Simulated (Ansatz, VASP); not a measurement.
# Cross-check of CdH2 between VASP and Ansatz

Aim: how closely do two programs agree when they are given the same cell, functional and k mesh? The cell is generated by rule, not measured, and may not be a known phase. The cell is taken from a series of VASP runs on this material, whose earlier steps may have relaxed, scaled or displaced it; both programs get it as it stands.

Calculated with Ansatz 0.2.0; plane waves, with VASP 6.6.1 beside it; band structure at PBE and band structure at PBE, spin-orbit coupling.

The structure was built from a prototype and need not be the compound's stable phase.

**1. The starting structure**

Symmetry: Fm-3m, No. 225, cubic system. Conventional cell: a = 5.644 Å, b = 5.644 Å, c = 5.644 Å, α = 90.00°, β = 90.00°, γ = 90.00°. Cd has 8 H at 2.44 Å nearest. H has 4 Cd at 2.44 Å nearest. Farther neighbours are not listed.

**2. Ansatz: band structure, PBE**

Ansatz runs on its default PAW (the set named soft_2) files.

A single point gives forces, pressure and levels at one fixed geometry, so differences don't come from the geometry; what else differs is listed under the comparison.

File input.yaml:

```yaml
crystal:
  lattice:
    - [0.0, 2.82209, 2.82209]
    - [2.82209, 0.0, 2.82209]
    - [2.82209, 2.82209, 0.0]
  atoms:
    - { symbol: Cd, position: [0.0, 0.0, 0.0] }
    - { symbol: H, position: [0.25, 0.25, 0.25] }
    - { symbol: H, position: [0.75, 0.75, 0.75] }
hamiltonian:
  xc: pbe
  pseudopotentials: { kind: paw }
kpoints:
  mp_grid: { grid: [12, 12, 12] }
  band_path:
    path:
      - [0.0, 0.0, 0.0]
      - [0.17391, 0.0, 0.17391]
      - [0.34783, 0.0, 0.34783]
      - [0.5, 0.0, 0.5]
      - [0.5, 0.08696, 0.58696]
      - [0.5, 0.18478, 0.68478]
      - [0.49457, 0.25543, 0.75]
      - [0.45109, 0.29891, 0.75]
      - [0.40761, 0.34239, 0.75]
      - [0.34239, 0.34239, 0.68478]
      - [0.21196, 0.21196, 0.42391]
      - [0.08152, 0.08152, 0.16304]
      - [0.04348, 0.04348, 0.04348]
      - [0.23913, 0.23913, 0.23913]
      - [0.41304, 0.41304, 0.41304]
      - [0.5163, 0.46739, 0.5163]
      - [0.55978, 0.38043, 0.55978]
      - [0.6087, 0.28261, 0.6087]
      - [0.60326, 0.25, 0.64674]
      - [0.55978, 0.25, 0.69022]
      - [0.5163, 0.25, 0.7337]
      - [0.5, 0.30435, 0.69565]
      - [0.5, 0.3913, 0.6087]
      - [0.5, 0.47826, 0.52174]
      - [0.47283, 0.47283, 0.55435]
      - [0.42391, 0.42391, 0.65217]
      - [0.38043, 0.38043, 0.73913]
      - [0.59239, 0.18478, 0.59239]
      - [0.54891, 0.09783, 0.54891]
      - [0.5, 0.0, 0.5]
    npoints: 1
scf:
  occupations: { method: gaussian, width: 0.02 }
  n_extra_bands: 7
output:
  forces: true
  stress: true
  eigenvalues: true
  write_density: true
  write_potential: true
  elf: true
  volumetric_format: npy
```

Started as:

```bash
ansatz run input.yaml --threads 2 --pin off --max-ram 4608MiB --backend cpu --events-out ev --progress --plain --runs-dir out
```

Numbers of over 12 decimals in the logs are rounded to 6 here.

Log:

```text
scf.n_extra_bands = 7 over 11 filled bands (N_el = 22.0): the run solves 18 bands
Engine: ansatz 0.2.0, aarch64-unknown-linux-gnu
Pseudopotentials: kind: paw
Pseudopotential: Cd, paw, valence charge 20, recommended cutoff 420 eV (normal), Cd.paw.azcp
Pseudopotential: H, paw, valence charge 1, recommended cutoff 420 eV (normal), H.paw.azcp
Functional definition: PBE
  parameter kappa = 0.804
  parameter beta = 0.066725
  exchange = pbe_x(kappa = kappa, mu = beta*pi^2/3)
  correlation = pbe_c(beta = beta)
Crystal: 3 atoms, lattice volume = 44.951 Å³
Basis set: ecut = 420 eV, 893 PW (Γ), exchange–correlation on 54×54×54 points (8 copies of the dense FFT grid, shifted against one another)
Bands: 18, of which v1, the nominal top of the filled ones, is band 11 counted from 1 (10 counted from 0)
Symmetry: 48 space group operations
Space group: Fm-3m (ITA 225), of the structure as read, at distance tolerance 3.6e-5 Å
k-points: 72 of 1728
Non-local potential: Cd, projectors of the file, l = 0: 3, l = 1: 2, l = 2: 2, l = 3: 1
Non-local potential: H, projectors of the file, l = 0: 2, l = 1: 1
PAW form: soft (Blöchl's): semilocal exchange-correlation on the pseudo side does not see the compensation charge
PAW one-centre angular grid: Cd, 590 points (default); XC on 64 Gauss nodes
PAW one-centre angular grid: H, 110 points (default); XC on 64 Gauss nodes
Initial density: superposition of atomic densities (neutral atoms: chi_scale 0, normalization atom), corrected by the library's trained network
Initial wavefunctions: pseudopotential atomic-orbital guess
Functional: x = pbe(κ = 0.804, μ = 0.219515), c = pbe(β = 0.066725)
SCF iter   1: F=—  HF=-8284.067160 eV  |F-HF|=—  |Δ(HF+E_count)|=         —  Δρ=1.44e-3  dr2=6.58e-4  ethr=1.77e-3  ⟨swp⟩=5.3  Hψ=5921  notcnv=0  defer=1
preconditioner: auto → LDOS  [insulator: Δε(μ)=0.045 eV  Ē_g=15.162 eV  σ=0.020 eV  W_gap=0.63  n_scr=14 (ndim 8)  ℏωp=20.7 eV  f_vac=0.083  D(μ)=1.54/eV (n_scr^D=14)  ε∞_Penn≈2.9  β→1.0]
SCF iter   2: F=—  HF=-8284.069266 eV  |F-HF|=—  |Δ(HF+E_count)|=   2.11e-3  Δρ=7.31e-4  dr2=1.57e-4  ethr=2.99e-6  ⟨swp⟩=2.3  Hψ=2742  notcnv=0  defer=181
SCF iter   3: F=—  HF=-8284.069316 eV  |F-HF|=—  |Δ(HF+E_count)|=   4.97e-5  Δρ=3.57e-4  dr2=3.52e-5  ethr=7.12e-7  ⟨swp⟩=2.0  Hψ=2128  notcnv=0  defer=181
SCF iter   4: F=—  HF=-8284.069319 eV  |F-HF|=—  |Δ(HF+E_count)|=   3.37e-6  Δρ=8.95e-5  dr2=3.10e-6  ethr=1.60e-7  ⟨swp⟩=2.5  Hψ=1919  notcnv=0  defer=181
SCF iter   5: F=—  HF=-8284.069319 eV  |F-HF|=—  |Δ(HF+E_count)|=   2.44e-9  Δρ=1.87e-5  dr2=1.36e-7  ethr=1.41e-8  ⟨swp⟩=2.0  Hψ=1256  notcnv=0  defer=181
SCF iter   6: F=-8284.069319 eV  HF=-8284.069319 eV  |F-HF|=2.26e-10  |Δ(HF+E_count)|=   1.03e-8  Δρ=2.09e-6  dr2=1.65e-9  ethr=4.55e-10  ⟨swp⟩=11.1  Hψ=7029  notcnv=0
SCF 1 converged in 6 iterations: F = -8284.069319 eV  dr2 = 1.65e-9
  greatest PAW one-centre occupation: 1.000 electrons in one spin orbital (limit 2), on the Cd atom at site 0 (counted from 0), in its partial waves of l = 0
NSCF: frozen V_eff on 30 k-points
SCF converged after 6 iterations
Free energy (F): -8284.069319 eV
Harris-Foulkes:  -8284.069319 eV  (|F-HF|=2.26e-10)
Internal energy: -8284.069016 eV  (E = F + TS)
E sigma→0 (E₀):  -8284.069168 eV
Entropy (-TS):   -0.000304 eV (-0.101 meV/atom)
Fermi energy:    5.091478 eV
--- Per-component energies (eV) ---
  E_band       = -561.457625
  E_kinetic    = 525.742662
  E_local      = -3928.232272  (includes V_loc(G=0)·N_el)
  E_nonlocal   = 36.671155
  E_hartree    = 1793.741306
  E_xc         = -191.042083
  E_vxc        = -239.934981  (∫ρ·V_xc dr)
  E_paw        = -4085.218554  (= ΣΔE_a)
  E_vpaw       = -543.184707  (= ΣTr[D̂ρ^β])
  E_aug_tail   = -0.002110  (compensation charges beyond the density's cutoff)
  E_ewald      = -2435.729121
  E_smearing   = -0.000304  (= −TS)
  E_closure    = 0.000000  (closes the sum)
  Σ components = -8284.069319   (vs F -8284.069319, Δ=0.00e0)
--- Forces (eV/Å), atoms counted from 1 ---
  atom   1  Cd     0.00000000    -0.00000000    -0.00000000
  atom   2  H     -0.00000000     0.00000000     0.00000000
  atom   3  H     -0.00000000     0.00000000     0.00000000
  max |Σ_I F_I| component: 4.34e-19 eV/Å
--- Stress (GPa, compression-positive) ---
       -9.244056       0.000000      -0.000000
        0.000000      -9.244056       0.000000
       -0.000000       0.000000      -9.244056
  P = ⅓ Tr σ = -9.2441 GPa (-92.441 kbar)
--- Band table (eV; the first three rows and the last of 72) ---
  k-point 0: bands = [... 7 lower, -2.7868, -2.7868, -1.8399, 5.6876, 12.9187, 13.8676, 13.8676, 13.8676, ... 3 higher]
  k-point 1: bands = [... 7 lower, -2.7874, -2.7874, -1.7442, 5.6395, 12.0856, 13.4113, 13.6064, 13.6064, ... 3 higher]
  k-point 2: bands = [... 7 lower, -2.7855, -2.7855, -1.4492, 5.4306, 10.6658, 12.8073, 13.1282, 13.1282, ... 3 higher]
  k-point 71: bands = [... 7 lower, -2.7631, -2.7060, 2.9260, 2.9260, 4.7105, 7.9887, 13.0520, 13.0520, ... 3 higher]
```

The job ended after 2.3 s (2 threads of Arm Neoverse V2, shared host; peak memory 0.32 GiB).

**3. VASP: band structure, PBE**

The same cell, functional, mesh and smearing now go to VASP, with its own data sets and cutoff.

Lines of VASP's logs that name or quote its potential files are left out, and so is its time.

File INCAR:

```
SYSTEM = CdH2
PREC = Accurate
ENCUT = 400
EDIFF = 1E-06
NELM = 100
ISMEAR = 0
SIGMA = 0.02
LREAL = .FALSE.
ALGO = Normal
GGA = PE
NBANDS = 20
LORBIT = 11
LWAVE = .FALSE.
LCHARG = .FALSE.
KPAR = 4
ISIF = 2
```

File POSCAR:

```
CdH2
1.0
    0.0000000000      2.8220900000      2.8220900000
    2.8220900000      0.0000000000      2.8220900000
    2.8220900000      2.8220900000      0.0000000000
Cd H
1 2
Direct
    0.0000000000      0.0000000000      0.0000000000
    0.2500000000      0.2500000000      0.2500000000
    0.7500000000      0.7500000000      0.7500000000
```

File KPOINTS:

```
Automatic mesh
0
Gamma
12 12 12
0 0 0
```

File KPOINTS_OPT:

```
Line mode
24
Line-mode
Reciprocal
  0.00000000   0.00000000   0.00000000 GAMMA
  0.50000000   0.00000000   0.50000000 X

  0.50000000   0.00000000   0.50000000 X
  0.50000000   0.25000000   0.75000000 W

  0.50000000   0.25000000   0.75000000 W
  0.37500000   0.37500000   0.75000000 K

  0.37500000   0.37500000   0.75000000 K
  0.00000000   0.00000000   0.00000000 GAMMA

  0.00000000   0.00000000   0.00000000 GAMMA
  0.50000000   0.50000000   0.50000000 L

  0.50000000   0.50000000   0.50000000 L
  0.62500000   0.25000000   0.62500000 U

  0.62500000   0.25000000   0.62500000 U
  0.50000000   0.25000000   0.75000000 W

  0.50000000   0.25000000   0.75000000 W
  0.50000000   0.50000000   0.50000000 L

  0.50000000   0.50000000   0.50000000 L
  0.37500000   0.37500000   0.75000000 K

  0.62500000   0.25000000   0.62500000 U
  0.50000000   0.00000000   0.50000000 X
```

Potentials, in the order of the species: Cd and H (PBE family, release 64).

Started as:

```bash
mpirun -np 4 vasp_std
```

Log:

```text
[banner, memory and clock lines left out]
running    4 mpi-ranks, on    1 nodes
 distrk:  each k-point on    1 cores,    4 groups
 distr:  one band on    1 cores,    1 groups

 POSCAR found type information on POSCAR CdH
 POSCAR found :  2 types and       3 ions
 LDA part: xc-table for (Slater+PW92), standard interpolation
 POSCAR, INCAR and KPOINTS ok, starting setup
 FFT: planning ... GRIDC
 FFT: planning ... GRID_SOFT
 FFT: planning ... GRID
 WAVECAR not read
 entering main loop
       N       E                     dE             d eps       ncg     rms          rms(c)
DAV:   1     0.692169285940E+02    0.69217E+02   -0.57556E+03  3064   0.506E+02
DAV:   2    -0.391520307661E+01   -0.73132E+02   -0.66925E+02  3276   0.158E+02
DAV:   3    -0.605251125047E+01   -0.21373E+01   -0.21292E+01  3436   0.288E+01
DAV:   4    -0.605659390465E+01   -0.40827E-02   -0.40825E-02  3196   0.125E+00
DAV:   5    -0.605660760088E+01   -0.13696E-04   -0.13696E-04  3288   0.684E-02    0.515E+00
DAV:   6    -0.541850004232E+01    0.63811E+00   -0.63530E-01  3180   0.651E+00    0.368E+00
DAV:   7    -0.538030852269E+01    0.38192E-01   -0.16054E-01  3196   0.181E+00    0.125E+00
DAV:   8    -0.538371689145E+01   -0.34084E-02   -0.11150E-02  3144   0.823E-01    0.303E-01
DAV:   9    -0.538520407295E+01   -0.14872E-02   -0.15465E-03  3136   0.226E-01    0.892E-02
DAV:  10    -0.538518730846E+01    0.16764E-04   -0.51199E-05  3260   0.392E-02    0.395E-02
DAV:  11    -0.538520686302E+01   -0.19555E-04   -0.45113E-05  3108   0.261E-02    0.377E-02
DAV:  12    -0.538520172826E+01    0.51348E-05   -0.65430E-06  3160   0.113E-02    0.100E-02
DAV:  13    -0.538520147378E+01    0.25448E-06   -0.20223E-06  3196   0.480E-03
   1 F= -.53852015E+01 E0= -.53850509E+01  d E =-.301104E-03
 Start KPOINTS_OPT (optional k-point list driver)
k-point batch [1-72\240]
       N       E                     dE             ncg
DAV:   1    -0.164426389238E+04   -0.28060E+05     3056
DAV:   2    -0.689238634307E+04   -0.52481E+04     3260
DAV:   3    -0.705065395874E+04   -0.15827E+03     3536
DAV:   4    -0.705096726786E+04   -0.31331E+00     3296
DAV:   5    -0.705096845787E+04   -0.11900E-02     3352
DAV:   6    -0.705096846626E+04   -0.83918E-05     3176
DAV:   7    -0.705096846648E+04   -0.21625E-06     2668
[...]
k-point batch [217-240\240]
       N       E                     dE             ncg
DAV:   1     0.198094546737E+05   -0.11623E+05     1048
DAV:   2     0.181426684048E+05   -0.16668E+04     1076
DAV:   3     0.180931287611E+05   -0.49540E+02     1268
DAV:   4     0.180930296307E+05   -0.99130E-01     1124
DAV:   5     0.180930292336E+05   -0.39709E-03     1176
DAV:   6     0.180930292307E+05   -0.29337E-05     1136
DAV:   7     0.180930292306E+05   -0.76747E-07      988
```

From OUTCAR (step 3):

```text
ion  position               nearest neighbor table
   1  0.000  0.000  0.000-
   2  0.250  0.250  0.250-
   3  0.750  0.750  0.750-

  LATTYP: Found a face centered cubic cell.
 ALAT       =     5.6441800000

 Subroutine GETGRP returns: Found 48 space group operations
 (whereof 48 operations were pure point group operations)

The static configuration has the point symmetry O_h .

 Found     72 irreducible k-points:

   k-points           NKPTS =     72   k-points in BZ     NKDIM =     72   number of bands    NBANDS=     20

   dimension x,y,z NGX =    28 NGY =   28 NGZ =   28
   dimension x,y,z NGXF=    56 NGYF=   56 NGZF=   56

   ENCUT  =  400.0 eV  29.40 Ry    5.42 a.u.   6.51  6.51  6.51*2*pi/ulx,y,z

   NELECT =      14.0000    total number of electrons

 k-points in reciprocal lattice and weights: Automatic mesh
   0.00000000  0.00000000  0.00000000       0.001
   0.08333333  0.00000000  0.00000000       0.005
   0.16666667  0.00000000  0.00000000       0.005
   0.25000000  0.00000000  0.00000000       0.005
   0.33333333  0.00000000  0.00000000       0.005
   0.41666667  0.00000000  0.00000000       0.005
   0.50000000  0.00000000  0.00000000       0.002
   0.08333333  0.08333333  0.00000000       0.003
   0.16666667  0.08333333  0.00000000       0.014
[...]
-0.33333333  0.50000000  0.16666667       0.007
  -0.25000000  0.50000000  0.25000000       0.003

 average (electrostatic) potential at core
       1 -42.0021       2 -36.1836       3 -36.1836

 E-fermi :  -0.6454

 k-point     1 :       0.0000    0.0000    0.0000
  band No.  band energies     occupation
    ...
      2      -8.6413      2.00000
      3      -8.6413      2.00000
      4      -8.5326      2.00000
      5      -8.5326      2.00000
      6      -7.5914      2.00000
      7      -0.0279      0.00000
      8       7.1697      0.00000
      9       8.1273      0.00000
     10       8.1273      0.00000
     11       8.1273      0.00000
    ...

 k-point     2 :       0.0833    0.0000    0.0000
  band No.  band energies     occupation
    ...
      2      -8.6348      2.00000
      3      -8.6348      2.00000
      4      -8.5328      2.00000
      5      -8.5328      2.00000
      6      -7.4951      2.00000
      7      -0.0773      0.00000
      8       6.3373      0.00000
      9       7.6760      0.00000
     10       7.8641      0.00000
     11       7.8641      0.00000
    ...

 k-point     3 :       0.1667    0.0000    0.0000
  band No.  band energies     occupation
    ...
      2      -8.6207      2.00000
      3      -8.6207      2.00000
      4      -8.5303      2.00000
      5      -8.5303      2.00000
      6      -7.1999      2.00000
      7      -0.2908      0.00000
      8       4.9185      0.00000
      9       7.0831      0.00000
     10       7.3850      0.00000
     11       7.3850      0.00000
    ...

  Total       -2.7822638     -2.7822638     -2.7822638      0.0000000     -0.0000000      0.0000000
  in kB      -99.1668029    -99.1668029    -99.1668029      0.0000000     -0.0000000      0.0000000
  external PRESSURE =     -99.1668029 kB  Pullay stress =       0.0000000 kB

  energy-cutoff  :      400.00
  volume of cell :       44.95
      direct lattice vectors                 reciprocal lattice vectors
     0.000000000  2.822090000  2.822090000    -0.177173655  0.177173655  0.177173655
     2.822090000  0.000000000  2.822090000     0.177173655 -0.177173655  0.177173655
     2.822090000  2.822090000  0.000000000     0.177173655  0.177173655 -0.177173655

 POSITION                                       TOTAL-FORCE (eV/Angst)
 -----------------------------------------------------------------------------------
      0.00000      0.00000      0.00000         0.000000     -0.000000     -0.000000
      1.41105      1.41105      1.41105         0.000000      0.000000      0.000000
      4.23314      4.23314      4.23314        -0.000000     -0.000000     -0.000000
 -----------------------------------------------------------------------------------
    total drift:                               -0.000000     -0.000000      0.000000

  FREE ENERGIE OF THE ION-ELECTRON SYSTEM (eV)
  ---------------------------------------------------
  free  energy   TOTEN  =        -5.3852014738 eV

  energy  without entropy=       -5.3849003700  energy(sigma->0) =       -5.38505092

 total charge
# of ion       s       p       d       tot
------------------------------------------
    1        0.394   0.158   9.559  10.110
    2        0.448   0.003   0.000   0.451
    3        0.448   0.003   0.000   0.451
--------------------------------------------------
tot          1.289   0.164   9.559  11.012

[... 3 further parts left out ...]
```

The run ends at a pressure of -9.92 GPa.

**4. Comparison**

Known differences besides the potentials themselves: the data sets hold 22 valence electrons in Ansatz (default PAW (the set named soft_2) files) and 14 in VASP; the cutoff is 420 eV in Ansatz and 400 eV in VASP; VASP leaves aspherical gradient terms in its spheres out (LASPH is not set), Ansatz keeps them. Total energies have different zeros and are not compared.

Compared:

| quantity | Ansatz | VASP | difference |
| --- | --- | --- | --- |
| pressure (GPa) | -9.24 | -9.92 | +0.67 |
| pressure without Ansatz's Pulay correction (GPa) | -9.36 | -9.92 | +0.56 |

Levels from 3 eV below to 2 eV above the Fermi level differ by 12 meV r.m.s. and 21 meV at most; each VASP level is matched to the nearest of Ansatz, which flatters the figure a little. Ansatz's pressure holds a Pulay correction of 0.11 GPa; VASP's holds none.

**5. Further runs**

Further runs change the set-up of one program: Ansatz's method, potentials or start, or VASP's data sets, cutoff or form of LDA. The table gives Ansatz less VASP for each quantity, since a change that brings one quantity closer may part another.

```
                              run  pressure (GPa)
                         as above            0.67
Ansatz's all-electron LAPW method            0.67
```

[end of part 1 of 2]

[Lines on the potential files, build, host, timing and source positions are cut from VASP's logs without a mark.]

[Logs are printed without paths, hosts, clocks, repeated set-up lines and the standing remarks that a program may print on its own settings, such as how far it seeks lower states.]

[Hosts, paths, dates, database ids (printed as entryN), source tags and the programs' standing remarks are cut or masked in the printed files.]
